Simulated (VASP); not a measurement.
Given:

```
CELL_PARAMETERS angstrom
      3.00283     0.00000     0.00000
     -1.50142     2.60053     0.00000
      0.00000     0.00000     7.99541
ATOMIC_POSITIONS crystal
  Ta 0.00000 0.00000 0.00000
  Ta 0.00000 0.00000 0.50000
  Si 0.33333 0.66667 0.25000
  Si 0.66667 0.33333 0.75000
```

Method: PBEsol GGA with spin-orbit coupling, VASP's PBE PAW potentials (set 64) (plane waves; VASP 6.6.1). Settings: 400 eV cut-off, 11×11×4 Γ-centred mesh, Gaussian smearing of 0.050 eV, potentials Ta_pv Si.

### Question
Give the energies of bands 23 to 36 at the high-symmetry points, in eV from the Fermi level.

### Answer

| band | Γ | M | K | A | L | H |
|---|---|---|---|---|---|---|
| 23 | -0.66 | -3.05 | -3.31 | -1.19 | -3.38 | -4.24 |
| 24 | -0.66 | -3.05 | -3.31 | -1.19 | -3.38 | -4.24 |
| 25 | -0.29 | -2.93 | -3.03 | -0.14 | -2.04 | -3.13 |
| 26 | -0.29 | -2.93 | -3.03 | -0.14 | -2.04 | -3.13 |
| 27 | 0.03 | -1.21 | -2.53 | -0.14 | -2.04 | -2.83 |
| 28 | 0.03 | -1.21 | -2.53 | -0.14 | -2.04 | -2.83 |
| 29 | 0.12 | -0.56 | -1.16 | 0.30 | 0.09 | -1.22 |
| 30 | 0.12 | -0.56 | -1.16 | 0.30 | 0.09 | -1.22 |
| 31 | 0.51 | 0.81 | -0.95 | 0.30 | 0.09 | -0.97 |
| 32 | 0.51 | 0.81 | -0.95 | 0.30 | 0.09 | -0.97 |
| 33 | 1.80 | 1.39 | 0.86 | 2.19 | 1.92 | 2.98 |
| 34 | 1.80 | 1.39 | 0.86 | 2.19 | 1.92 | 2.98 |
| 35 | 2.00 | 3.04 | 1.65 | 2.19 | 1.92 | 3.03 |
| 36 | 2.00 | 3.04 | 1.65 | 2.19 | 1.92 | 3.05 |

It has no gap at this level: it comes out as a metal or semimetal.

The structure was generated: TaSi was put into the NiAs type (P6_3/mmc), which need not be its known phase. It was relaxed first, which changed the volume by -28 %.
